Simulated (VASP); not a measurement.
All values below come from PW91 GGA, VASP's PBE PAW potentials (set 64) (plane waves; VASP).

VASP input:

**KPOINTS**
```
Automatic mesh
0
Gamma
6 6 4
0 0 0
```

**INCAR**
```
SYSTEM = PbO
PREC = Accurate
ENCUT = 520
EDIFF = 1E-7
NELM = 100
ALGO = Normal
LREAL = .FALSE.
LASPH = .TRUE.
ISMEAR = 0
SIGMA = 0.05
GGA = 91
LMAXMIX = 4
LWAVE = .FALSE.
LCHARG = .FALSE.
ISIF = 4
IBRION = 2
NSW = 30
EDIFFG = -0.01
```

### POSCAR
```
PbO
1
    4.0986411474     0.0000000000     0.0000000000
    0.0000000000     4.0986411474     0.0000000000
    0.0000000000     0.0000000000     5.4619413693
Pb O
2 2
Direct
  0.5000000000   0.0000000000   0.7799030363
  0.0000000000   0.5000000000   0.2200969637
  0.5000000000   0.5000000000   0.0000000000
  0.0000000000   1.0000000000   0.0000000000
```

POTCAR, in this order: Pb_d O (PBE.64 set). Program: vasp_std.

What VASP printed:

OSZICAR:
```
       N       E                     dE             d eps       ncg     rms          rms(c)
DAV:   1     0.454467738397E+03    0.45447E+03   -0.19909E+04  1440   0.190E+03
DAV:   2     0.330151514429E+02   -0.42145E+03   -0.41356E+03  1584   0.483E+02
DAV:   3    -0.248148404380E+02   -0.57830E+02   -0.56182E+02  1936   0.188E+02
DAV:   4    -0.268586493684E+02   -0.20438E+01   -0.20426E+01  1640   0.408E+01
DAV:   5    -0.269233186633E+02   -0.64669E-01   -0.64660E-01  1984   0.697E+00    0.129E+01
DAV:   6    -0.220114135960E+02    0.49119E+01   -0.42191E+01  2344   0.476E+01    0.614E+00
DAV:   7    -0.217356671671E+02    0.27575E+00   -0.42036E+00  1856   0.149E+01    0.265E+00
DAV:   8    -0.217282939434E+02    0.73732E-02   -0.96914E-01  1728   0.641E+00    0.124E+00
DAV:   9    -0.216976483980E+02    0.30646E-01   -0.21500E-01  2368   0.360E+00    0.256E-01
DAV:  10    -0.217012317165E+02   -0.35833E-02   -0.23632E-02  1856   0.120E+00    0.130E-01
DAV:  11    -0.217008903470E+02    0.34137E-03   -0.65388E-03  2344   0.644E-01    0.730E-02
DAV:  12    -0.217008490596E+02    0.41287E-04   -0.70587E-04  2008   0.267E-01    0.375E-02
DAV:  13    -0.217008503180E+02   -0.12585E-05   -0.25855E-04  1992   0.115E-01    0.201E-02
DAV:  14    -0.217008438835E+02    0.64345E-05   -0.36250E-05  2104   0.734E-02    0.292E-03
DAV:  15    -0.217008440658E+02   -0.18227E-06   -0.38498E-06  1888   0.128E-02    0.129E-03
DAV:  16    -0.217008439692E+02    0.96591E-07   -0.10608E-07  1264   0.355E-03
   1 F= -.21700844E+02 E0= -.21700844E+02  d E =-.217008E+02
       N       E                     dE             d eps       ncg     rms          rms(c)
DAV:   1    -0.216948371236E+02    0.60069E-02   -0.49143E+00  1744   0.128E+01    0.302E-01
DAV:   2    -0.217116189593E+02   -0.16782E-01   -0.18173E-01  2080   0.424E+00    0.154E-01
DAV:   3    -0.217111993193E+02    0.41964E-03   -0.16843E-03  2056   0.523E-01    0.867E-02
DAV:   4    -0.217110384424E+02    0.16088E-03   -0.56745E-04  2112   0.393E-01    0.195E-02
DAV:   5    -0.217110427609E+02   -0.43185E-05   -0.14222E-04  2088   0.152E-01    0.955E-03
DAV:   6    -0.217110423930E+02    0.36785E-06   -0.13961E-05  1984   0.517E-02    0.490E-03
DAV:   7    -0.217110426513E+02   -0.25830E-06   -0.27833E-06  2160   0.168E-02    0.215E-03
DAV:   8    -0.217110430508E+02   -0.39949E-06   -0.50477E-07  1288   0.673E-03    0.390E-04
DAV:   9    -0.217110430608E+02   -0.99972E-08   -0.25344E-08   968   0.193E-03
   2 F= -.21711043E+02 E0= -.21711043E+02  d E =-.101991E-01
       N       E                     dE             d eps       ncg     rms          rms(c)
DAV:   1    -0.217058018134E+02    0.52412E-02   -0.23049E+00  1744   0.872E+00    0.206E-01
DAV:   2    -0.217133029945E+02   -0.75012E-02   -0.81686E-02  2072   0.293E+00    0.105E-01
DAV:   3    -0.217131045417E+02    0.19845E-03   -0.75910E-04  2064   0.354E-01    0.582E-02
DAV:   4    -0.217130334766E+02    0.71065E-04   -0.26146E-04  2048   0.263E-01    0.133E-02
DAV:   5    -0.217130351417E+02   -0.16651E-05   -0.65212E-05  2048   0.104E-01    0.639E-03
DAV:   6    -0.217130348290E+02    0.31272E-06   -0.68948E-06  1928   0.371E-02    0.333E-03
DAV:   7    -0.217130349755E+02   -0.14652E-06   -0.12631E-06  1784   0.126E-02    0.145E-03
DAV:   8    -0.217130352053E+02   -0.22978E-06   -0.27846E-07  1408   0.461E-03    0.285E-04
DAV:   9    -0.217130352094E+02   -0.41264E-08   -0.12708E-08   768   0.147E-03
   3 F= -.21713035E+02 E0= -.21713035E+02  d E =-.121912E-01
       N       E                     dE             d eps       ncg     rms          rms(c)
DAV:   1    -0.217214715487E+02   -0.84363E-02   -0.50110E-01  1520   0.605E+00    0.471E-01
DAV:   2    -0.217174760892E+02    0.39955E-02   -0.19050E-02  2200   0.167E+00    0.289E-01
DAV:   3    -0.217152003898E+02    0.22757E-02   -0.25818E-03  1888   0.715E-01    0.775E-02
DAV:   4    -0.217150729928E+02    0.12740E-03   -0.66108E-04  2200   0.264E-01    0.154E-02
DAV:   5    -0.217150746654E+02   -0.16726E-05   -0.79268E-05  1608   0.831E-02    0.563E-03
DAV:   6    -0.217150741441E+02    0.52123E-06   -0.48566E-06  2184   0.316E-02    0.317E-03
DAV:   7    -0.217150744474E+02   -0.30330E-06   -0.92796E-07  1520   0.841E-03    0.118E-03
DAV:   8    -0.217150744401E+02    0.72932E-08   -0.11889E-07  1176   0.303E-03
   4 F= -.21715074E+02 E0= -.21715074E+02  d E =-.203923E-02
       N       E                     dE             d eps       ncg     rms          rms(c)
DAV:   1    -0.217444806793E+02   -0.29406E-01   -0.21273E+00  1528   0.125E+01    0.970E-01
DAV:   2    -0.217272406393E+02    0.17240E-01   -0.78075E-02  2016   0.325E+00    0.592E-01
DAV:   3    -0.217175943900E+02    0.96462E-02   -0.11166E-02  1848   0.141E+00    0.152E-01
DAV:   4    -0.217170980683E+02    0.49632E-03   -0.24137E-03  2272   0.522E-01    0.316E-02
DAV:   5    -0.217171074846E+02   -0.94163E-05   -0.30748E-04  1600   0.169E-01    0.116E-02
DAV:   6    -0.217171040467E+02    0.34379E-05   -0.26284E-05  2168   0.694E-02    0.658E-03
DAV:   7    -0.217171051895E+02   -0.11427E-05   -0.49661E-06  1736   0.187E-02    0.284E-03
DAV:   8    -0.217171052044E+02   -0.14969E-07   -0.62367E-07  1496   0.759E-03
   5 F= -.21717105E+02 E0= -.21717105E+02  d E =-.407000E-02
       N       E                     dE             d eps       ncg     rms          rms(c)
DAV:   1    -0.217175988136E+02   -0.49362E-03   -0.45290E-02  1536   0.182E+00    0.141E-01
DAV:   2    -0.217172337049E+02    0.36511E-03   -0.16613E-03  2248   0.508E-01    0.868E-02
DAV:   3    -0.217170282829E+02    0.20542E-03   -0.24367E-04  1944   0.217E-01    0.226E-02
DAV:   4    -0.217170181742E+02    0.10109E-04   -0.60749E-05  2216   0.760E-02    0.464E-03
DAV:   5    -0.217170182133E+02   -0.39102E-07   -0.67701E-06  1664   0.236E-02    0.167E-03
DAV:   6    -0.217170182050E+02    0.83501E-08   -0.34745E-07  1464   0.860E-03
   6 F= -.21717018E+02 E0= -.21717018E+02  d E =-.398300E-02
       N       E                     dE             d eps       ncg     rms          rms(c)
DAV:   1    -0.217170460521E+02   -0.27839E-04   -0.22401E-03  1560   0.405E-01    0.313E-02
DAV:   2    -0.217170276796E+02    0.18372E-04   -0.75976E-05  2272   0.111E-01    0.191E-02
DAV:   3    -0.217170178585E+02    0.98211E-05   -0.11826E-05  1944   0.485E-02    0.493E-03
DAV:   4    -0.217170174147E+02    0.44379E-06   -0.30612E-06  2216   0.170E-02    0.104E-03
DAV:   5    -0.217170174094E+02    0.53024E-08   -0.31338E-07  1272   0.519E-03
   7 F= -.21717017E+02 E0= -.21717017E+02  d E =-.398220E-02
       N       E                     dE             d eps       ncg     rms          rms(c)
DAV:   1    -0.217169925972E+02    0.24817E-04   -0.15099E-02  1712   0.692E-01    0.131E-02
DAV:   2    -0.217170284172E+02   -0.35820E-04   -0.38737E-04  2128   0.216E-01    0.676E-03
DAV:   3    -0.217170273220E+02    0.10952E-05   -0.32373E-06  2056   0.213E-02    0.353E-03
DAV:   4    -0.217170269592E+02    0.36284E-06   -0.84884E-07  1944   0.135E-02    0.964E-04
DAV:   5    -0.217170269979E+02   -0.38730E-07   -0.17767E-07   968   0.506E-03
   8 F= -.21717027E+02 E0= -.21717027E+02  d E =-.958849E-05
```

OUTCAR:
```
------------------------ aborting loop because EDIFF is reached ----------------------------------------
  FORCE on cell =-STRESS in cart. coord.  units (eV):
  Direction    XX          YY          ZZ          XY          YZ          ZX
  --------------------------------------------------------------------------------------
  Total       -0.1048678     -0.1048678     -0.1145898      0.0000000      0.0000000      0.0000000
  in kB       -1.8311581     -1.8311581     -2.0009193      0.0000000      0.0000000      0.0000000
  external PRESSURE =      -1.8877452 kB  Pullay stress =       0.0000000 kB
  volume of cell :       91.75
      direct lattice vectors                 reciprocal lattice vectors
     4.056013641  0.000000000  0.000000000     0.246547494  0.000000000  0.000000000
     0.000000000  4.056013641  0.000000000     0.000000000  0.246547494 -0.000000000
     0.000000000  0.000000000  5.577351447     0.000000000 -0.000000000  0.179296573
 POSITION                                       TOTAL-FORCE (eV/Angst)
 -----------------------------------------------------------------------------------
      2.02801      0.00000      4.38440         0.000000      0.000000      0.002968
      0.00000      2.02801      1.19295        -0.000000     -0.000000     -0.002968
      2.02801      2.02801      0.00000        -0.000000     -0.000000      0.000000
      0.00000      0.00000      0.00000         0.000000      0.000000      0.000000
 -----------------------------------------------------------------------------------
    total drift:                                0.000000      0.000000     -0.000000
  FREE ENERGIE OF THE ION-ELECTRON SYSTEM (eV)
  ---------------------------------------------------
  free  energy   TOTEN  =       -21.7170269979 eV

  energy  without entropy=      -21.7170269979  energy(sigma->0) =      -21.71702700

 reached required accuracy - stopping structural energy minimisation
```
(Selected blocks of OUTCAR.)

### CONTCAR
```
PbO
   1.00000000000000
     4.0560136406402423    0.0000000000000000    0.0000000000000000
     0.0000000000000000    4.0560136406402423    0.0000000000000000
     0.0000000000000000    0.0000000000000000    5.5773514468426972
  Pb              O
     2     2
Direct
     0.5000000000000000    0.0000000000000000    0.7861075725073087
     0.0000000000000000    0.5000000000000000    0.2138924274926914
     0.5000000000000000    0.5000000000000000    0.0000000000000000
     0.0000000000000000    0.0000000000000000    0.0000000000000000
```

File OUTCAR:
```
 val. band max:        3.7084309041   @ k =   0.0000   0.0000   0.0000

 cond. band min:       5.4815393880   @ k =   0.5000   0.5000   0.0000


 Fermi energy:         3.9642915987

 k-point     1 :       0.0000    0.0000    0.0000
  band No.  band energies     occupation
      1     -14.1618      2.00000
      2     -13.7693      2.00000
      3     -12.1311      2.00000
      4     -12.1311      2.00000
      5     -12.0830      2.00000
      6     -12.0764      2.00000
      7     -12.0031      2.00000
      8     -11.9688      2.00000
      9     -11.9688      2.00000
     10     -11.9583      2.00000
     11     -11.9335      2.00000
     12     -10.6271      2.00000
     13      -3.4655      2.00000
     14      -2.3822      2.00000
     15      -0.1647      2.00000
     16      -0.1647      2.00000
     17       2.2357      2.00000
     18       2.2564      2.00000
     19       2.2564      2.00000
     20       3.7084      2.00000
     21       5.6260      0.00000
     22       8.2133      0.00000
     23       9.6505      0.00000
     24       9.6505      0.00000

 k-point     2 :       0.1667    0.0000    0.0000
  band No.  band energies     occupation
      1     -14.1179      2.00000
      2     -13.7834      2.00000
      3     -12.1249      2.00000
      4     -12.1167      2.00000
      5     -12.0683      2.00000
      6     -12.0611      2.00000
      7     -12.0226      2.00000
      8     -11.9806      2.00000
      9     -11.9606      2.00000
     10     -11.9388      2.00000
     11     -11.8740      2.00000
     12     -10.6997      2.00000
     13      -3.5122      2.00000
     14      -2.4605      2.00000
     15      -0.1153      2.00000
     16      -0.0127      2.00000
     17       1.7667      2.00000
     18       2.0812      2.00000
     19       2.1962      2.00000
     20       3.6841      2.00000
     21       6.3122      0.00000
     22       8.0677      0.00000
     23       8.8591      0.00000
     24       8.8911      0.00000
...
```

Without a dispersion term in the relaxation, distances and binding between the weakly bound layers, chains or molecules are unreliable, and so is what depends on them. Unless said otherwise, spin-orbit coupling is left out, though it shifts the bands of the heavy elements here.

The compound is PbO in the litharge structure. This cell is one point of a volume scan, at 1.03 of the reference volume. Symmetry was kept, so distortions that lower it aren't found.
